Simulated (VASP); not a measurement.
```yaml
crystal:
  lattice:
    - [-1.82353, 1.82353, 5.48978]
    - [1.82353, -1.82353, 5.48978]
    - [1.82353, 1.82353, -5.48978]
  atoms:
    - { symbol: Hg, position: [0.88428, 0.88428, 0.00000] }
    - { symbol: Hg, position: [0.11572, 0.11572, 0.00000] }
    - { symbol: F, position: [0.68766, 0.68766, 0.00000] }
    - { symbol: F, position: [0.31234, 0.31234, 0.00000] }
```

Computed with PBEsol GGA, VASP's PBE PAW potentials (set 64) (plane waves; VASP). Settings: 520 eV cut-off, Gaussian smearing of 0.050 eV, potentials Hg F.

Unless said otherwise, spin-orbit coupling is left out, though it shifts the bands of the heavy elements here.

Problem. What does the run give for the band gap (along the path) with the smallest direct gap where there is one?

Solution. 
```yaml
band gap (along the path): 1.44 eV
smallest direct gap (along the path): 2.45 eV
```

Only differences to runs with the same potentials and settings are physical.

The structure comes from a computed database's HgF entry (I4/mmm); how it stands against other phases isn't given here. It was relaxed first.
